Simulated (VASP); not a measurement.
All values below come from r2SCAN meta-GGA, VASP's PBE PAW potentials (set 64) (plane waves; VASP 6.6.1).

VASP ran on this input.

**KPOINTS**
```
Automatic mesh
0
gamma
 4 3 5
0 0 0
```

**KPOINTS_OPT**
```
k-points along high-symmetry lines
6
Line-mode
Reciprocal
  0.000000   0.000000   0.000000 ! GAMMA
  0.000000   0.500000   0.000000 ! Z

  0.000000   0.500000   0.000000 ! Z
  0.000000   0.500000   0.500000 ! D

  0.000000   0.500000   0.500000 ! D
  0.000000   0.000000   0.500000 ! B

  0.000000   0.000000   0.500000 ! B
  0.000000   0.000000   0.000000 ! GAMMA

  0.000000   0.000000   0.000000 ! GAMMA
 -0.500000   0.000000   0.500000 ! A

 -0.500000   0.000000   0.500000 ! A
 -0.500000   0.500000   0.500000 ! E

 -0.500000   0.500000   0.500000 ! E
  0.000000   0.500000   0.000000 ! Z

  0.000000   0.500000   0.000000 ! Z
 -0.500000   0.500000   0.000000 ! C_2

 -0.500000   0.500000   0.000000 ! C_2
 -0.500000   0.000000   0.000000 ! Y_2

 -0.500000   0.000000   0.000000 ! Y_2
  0.000000   0.000000   0.000000 ! GAMMA
```

### INCAR
```
LCHARG=F
LMIXTAU=T
LASPH=T   # aspherical one-centre terms
NELM=100   # most electronic steps
PREC=Accurate
NEDOS=601   # DOS grid
ISMEAR=-5
ALGO=Normal
METAGGA=R2SCAN
LWAVE=F
ENCUT=400   # plane-wave cut-off (eV)
EDIFF=1E-7   # SCF stop (eV)
SYSTEM=SiS2
LREAL=F
LEFG=T
ISIF=2   # forces and stress, cell fixed
LORBIT=11
```

POSCAR:
```
SiS2
1
    6.4143506572     0.0000000000     0.0086651303
    0.0000000000     7.9471402276     0.0000000000
   -1.4200351300     0.0000000000     5.7027178244
Si S
4 8
Direct
  0.1167849140   0.3647071481   0.6128380897
  0.8832150860   0.6352928519   0.3871619103
  0.8832150860   0.8647071481   0.8871619103
  0.1167849140   0.1352928519   0.1128380897
  0.2213199981   0.6034171742   0.5142802492
  0.7786800019   0.3965828258   0.4857197508
  0.7786800019   0.1034171742   0.9857197508
  0.2213199981   0.8965828258   0.0142802492
  0.2420900369   0.1459409026   0.4845117075
  0.7579099631   0.8540590974   0.5154882925
  0.7579099631   0.6459409026   0.0154882925
  0.2420900369   0.3540590974   0.9845117075
```

POTCAR, in this order: Si S (PBE.64 set). Program: vasp_std.

Q: Predict the energy per atom (σ→0), band gap (over mesh and band path).

A: 
The energy per atom (σ→0) is -9.026 eV/atom and the band gap (over mesh and band path) comes out as 3.64 eV.

**OSZICAR**
```
...
DAV:  20    -0.108313028328E+03   -0.13929E-05   -0.43904E-07  1834   0.474E-03    0.100E-03
DAV:  21    -0.108313028221E+03    0.10737E-06   -0.13536E-07  1320   0.281E-03    0.340E-04
DAV:  22    -0.108313028385E+03   -0.16423E-06   -0.86075E-08  1299   0.232E-03    0.184E-04
DAV:  23    -0.108313028372E+03    0.13077E-07   -0.17665E-08  1299   0.868E-04
   1 F= -.10831303E+03 E0= -.10831303E+03  d E =0.000000E+00
       N       E                     dE             ncg
       N       E                     dE             ncg
       N       E                     dE             ncg
```

The structure comes from a computed database's SiS2 entry (P2_1/c); how it stands against other phases isn't given here. It was relaxed first.
